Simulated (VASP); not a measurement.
```xyz
5
Lattice="4.1288 0.0000 0.0000 0.0000 4.1288 0.0000 0.0000 0.0000 4.1288" Properties=species:S:1:pos:R:3 pbc="T T T"
K      0.0000     0.0000     0.0000
Zn     2.0644     2.0644     2.0644
F      2.0644     0.0000     2.0644
F      0.0000     2.0644     2.0644
F      2.0644     2.0644     0.0000
```

Method: PBE GGA, VASP's PBE PAW potentials (set 64) (plane waves; VASP). Settings: 520 eV cut-off, 5×5×5 Γ-centred mesh, Gaussian smearing of 0.050 eV, potentials K_sv Zn F.

Task: Estimate the energy per atom (σ→0).

Result: 
- energy per atom (σ→0): -392.3 kJ/mol of atoms

Only differences to runs with the same potentials and settings are physical.

The compound is KZnF3 in the cubic perovskite structure. It was relaxed first, which changed the volume by +6 %. The start is the result of an earlier pass.
